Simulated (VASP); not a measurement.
Set up this calculation in VASP 6.6.1, as the native input.

| Quantity | Value |
| --- | --- |
| Task | single point |
| Functional | PBE |
| Potentials or basis | VASP PAW PBE potentials, release 64 (Ta_pv, Al, Au) |
| Cutoff | 520 eV |
| k mesh | 4 × 4 × 4 |
| Occupations | gaussian, width 0.1 eV |
| Spin | no spin polarisation |
| Dipole correction | no |
| Further INCAR settings | ALGO = Fast; EDIFF = 1e-06; NBANDS = 28 |

The structure of TaAl5Au lies in POSCAR:

```
TaAl5Au
1.0
    4.0000146600      0.0000000000      0.0000000000
    0.0000000000      4.0000146600      0.0000000000
    0.0000000000      0.0000000000      6.3961613500
Ta Al Au
1 5 1
Direct
    0.0000000000      0.0000000000      0.0000000000
    0.0000000000      0.5000000000      0.2980237600
    0.0000000000      0.5000000000      0.7019762400
    0.5000000000      0.0000000000      0.2980237600
    0.5000000000      0.0000000000      0.7019762400
    0.5000000000      0.5000000000      0.0000000000
    0.0000000000      0.0000000000      0.5000000000
```

The cell was built by a generator and needn't be a form met in nature.

The cell isn't the ideal one: species swapped into the TiGa5Co type (P4/mmm, No. 123).

One way to write it, as run:

INCAR

```
  PREC = Accurate
  ENCUT = 520
  EDIFF = 1E-6
  ISMEAR = 0
  SIGMA = 0.1
  LREAL = False
  LASPH = True
  NELM = 100
  ALGO = Fast
  ISIF = 2
  LWAVE = False
  LCHARG = True
  GGA = PE
  LELF = True
  LVHAR = True
  NBANDS = 28
```

KPOINTS

```
regular mesh
0
Gamma
  4 4 4
```

Potentials or basis: VASP PAW PBE potentials, release 64 (Ta_pv, Al, Au).

The run is started by

```console
$ cat potpaw_PBE.64/Ta_pv/POTCAR potpaw_PBE.64/Al/POTCAR potpaw_PBE.64/Au/POTCAR > POTCAR
$ mpirun -np 1 vasp_std > vasp.out
```

Results of the run:

* Pressure: 29.3 GPa
* Largest force: 2.448 eV/Å
* Band gap on the k mesh: none (metal or under the smearing width)

Caveat: the k mesh is coarse (spacing up to 0.39 Å⁻¹), so the values aren't converged; a pressure of tens of GPa on the cell as given is suspect, and the run, the potentials or the cell itself is likely at fault; forces of over 1 eV/Å show positions far from the minimum, so gaps and moduli don't describe the material at rest.

Wall time 48 s on 1 thread of Intel(R) Xeon(R) Platinum 8375C CPU @ 2.90GHz (Ice Lake), with other jobs on the host, peak memory 0.23 GiB.
